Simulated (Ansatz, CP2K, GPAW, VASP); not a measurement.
**GaAgSnSe4 (I-4, 7 atoms in the cell) computed with different codes at matched settings**

Self-consistent single point.

```xyz
7
Lattice="-3.0192 3.0192 5.4845 3.0192 -3.0192 5.4845 3.0192 3.0192 -5.4845" Properties=species:S:1:pos:R:3 pbc="T T T"
Ga     0.0000     0.0000     5.4845
Ag     3.0192     0.0000     2.7422
Sn     0.0000     3.0192     2.7422
Se     1.4730     1.5485     4.2851
Se     1.5485    -1.4730     6.6838
Se     1.5462     1.4707    -1.1993
Se     1.4707     4.4922     1.1993
```

Shared settings, as Ansatz (a first-principles code) writes them: kpoints.mp_grid.grid = 3 3 3; scf.occupations.method = fermi_dirac; scf.occupations.width = 0.01 eV. Potentials and cutoffs stand in the table.

```tsv
code	model	pressure (GPa)	largest force (eV/Å)	gap on the mesh (eV)	cutoff
CP2K	LDA (Pade form), GPW, DZVP-MOLOPT-SR-GTH basis, GTH-PADE potentials (GTH_POTENTIALS)	-3.87	0.173	0.720	grid 600 Ry
GPAW	LDA (Perdew-Wang 92), GPAW PAW datasets LDA (gpaw-data 1.0.1)	-4.04	0.200	0.685	550 eV
VASP	LDA (PZ), VASP's LDA PAW potentials (set 64)	-4.08	0.206	0.699	300 eV
Ansatz	LDA (PW92), PAW files made with PBE	-4.13	0.218	0.684	default
```

Gaps are read on the mesh.

The spread over the programs that give each value: pressure within 0.26 GPa; largest force within 0.045 eV/Å; gap on the mesh within 0.036 eV.

CP2K uses small atom-centred bases, whose incompleteness enters pressures, forces and empty levels differently from a plane-wave cutoff. Ansatz's pressure is given at a fixed set of plane waves, as the other plane-wave codes print theirs. The same LDA comes in different parametrisations, which differ slightly. In the force vectors, CP2K (by 0.114) lies more than 0.08 eV/Å from the median of the plane-wave programs.

VASP's run is marked for a possible Pulay error in its stress at this cutoff; no cutoff test was made.

The starting cell comes from a database of computed structures (which also holds hypothetical and non-ambient phases and stackings), without a prior relaxation at this level.

Keys are those of Ansatz 0.2.
